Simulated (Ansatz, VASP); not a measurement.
## Si3Sb2As2: VASP beside Ansatz

```
Si Sb As
1.0
     5.50201    0.00000    0.00000
    -2.75101    4.76488    0.00000
     0.00000    0.00000   32.57559
Si Sb As
3 2 2
Cartesian
  1.3755 2.3824 8.7938
  2.7510 0.0000 8.7938
  4.1265 2.3824 8.7938
  2.7510 1.5883 11.2276
  0.0000 3.1766 11.2276
  2.7510 1.5883 6.9017
  0.0000 3.1766 6.9017
```

Alike in both runs: functional PBE; k mesh 6 × 6 × 1; occupations gaussian, width 0.01 eV; no spin polarisation.

Ansatz relaxed the structure, and its values are those at the end. VASP's run is a single point on that final structure, the one shown.

|  | VASP | Ansatz |
| --- | --- | --- |
| version | VASP 6.6.1 | Ansatz 0.2.0 |
| potentials or method | VASP PAW PBE potentials, release 64 (Si, Sb, As) | scalar-relativistic, plane waves, PAW |
| plane-wave cutoff (eV) | 520 | 420 |
| valence electrons in the cell | 32 | 72 |

|  | VASP | Ansatz | Ansatz less VASP |
| --- | --- | --- | --- |
| gap on the k mesh at the Fermi level (eV) | 0.10 | 0.10 | +0.006 |
| least direct gap on the mesh (eV) | 0.27 | 0.28 | +0.007 |
| rms of the force components (eV/Å) | 0.019 | 0.001 | -0.0171 |

The two sets of potentials don't hold the same shells in valence. Ansatz warned: «xc_potential_rough_in_thin_density».

Caveats: spin-orbit coupling is left out, which moves the levels of the heavy elements. Expect the measured gap to be larger: semilocal functionals such as PBE lack the derivative discontinuity.
